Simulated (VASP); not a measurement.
```yaml
crystal:
  lattice:
    - [0.00000, 2.97000, 2.97000]
    - [2.97000, 0.00000, 2.97000]
    - [2.97000, 2.97000, 0.00000]
  atoms:
    - { symbol: Pb, position: [0.00000, 0.00000, 0.00000] }
    - { symbol: S, position: [0.50000, 0.50000, 0.50000] }
```

All values below come from PBE GGA, VASP's PBE PAW potentials (set 64) (plane waves; VASP). Numerical set-up: 400 eV cut-off, 7×7×7 Γ-centred mesh, Gaussian smearing of 0.050 eV, potentials Pb_d S.

### Question
Give the stress tensor in GPa (positive for a compressed cell).

### Answer

```
1.85  0.00  0.00
0.00  1.85  0.00
0.00  0.00  1.85
```
The pressure is its mean diagonal, 1.85 GPa.

The compound is PbS in the rock salt structure. The cell was not relaxed at this level.
